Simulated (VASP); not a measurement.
OSZICAR of a VASP run on PtS2 (1T layered):

**OSZICAR**
```
       N       E                     dE             d eps       ncg     rms          rms(c)
DAV:   1    -0.187214869326E+02   -0.18721E+02   -0.66099E-01   811   0.699E+00    0.167E+00
DAV:   2    -0.187341817202E+02   -0.12695E-01   -0.37636E-02   930   0.168E+00    0.113E+00
DAV:   3    -0.187338600669E+02    0.32165E-03   -0.26136E-03   895   0.379E-01    0.695E-01
DAV:   4    -0.187334615986E+02    0.39847E-03   -0.65692E-04   867   0.243E-01    0.405E-01
DAV:   5    -0.187333797386E+02    0.81860E-04   -0.10534E-04   916   0.752E-02    0.230E-01
DAV:   6    -0.187333469279E+02    0.32811E-04   -0.26793E-05   867   0.498E-02    0.130E-01
DAV:   7    -0.187333387266E+02    0.82012E-05   -0.82796E-06   902   0.214E-02    0.748E-02
DAV:   8    -0.187333362552E+02    0.24715E-05   -0.13110E-06   577   0.970E-03    0.441E-02
DAV:   9    -0.187333357739E+02    0.48128E-06   -0.54716E-07   542   0.649E-03
   1 F= -.18733336E+02 E0= -.18733336E+02  d E =-.129551E-12
       N       E                     dE             ncg
```

Q: Which electronic solver shows in the log?

A: It is blocked Davidson (ALGO = Normal, or the opening steps of other solvers). The INCAR had ALGO = Normal.

Q: Can the final energy be trusted as converged?

A: The run converged. It stopped with EDIFF = 1E-6, NELM = 60 (HSE06 screened hybrid, plane waves, VASP's PBE PAW potentials (set 64)). Without a dispersion term in the relaxation, distances and binding between the weakly bound layers, chains or molecules are unreliable, and so is what depends on them.

The compound is PtS2 in the 1T layered structure. It was relaxed first, which changed the volume by +22 %. The cell's shape comes from a PBE relaxation.
